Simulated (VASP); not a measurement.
Here is the system:

```yaml
crystal:
  lattice:
    - [0.00000, 2.34778, 2.34778]
    - [2.34778, 0.00000, 2.34778]
    - [2.34778, 2.34778, 0.00000]
  atoms:
    - { symbol: Zr, position: [0.00000, 0.00000, 0.00000] }
    - { symbol: C, position: [0.50000, 0.50000, 0.50000] }
```

These are vdW-DF2, VASP's PBE PAW potentials (set 64) (plane waves; VASP 6.6.1) values and carry that method's errors. Settings: 520 eV cut-off, 13×13×13 Γ-centred mesh, first-order Methfessel-Paxton smearing of 0.10 eV, potentials Zr_sv C.

**Question.** Give the stress tensor in GPa (positive for a compressed cell).

**Answer.** 
```
13.94   0.00   0.00
 0.00  13.94   0.00
 0.00   0.00  13.94
```
The pressure is its mean diagonal, 13.94 GPa.

The compound is ZrC in the rock salt structure. This cell is one point of a volume scan, at 0.94 of the reference volume.
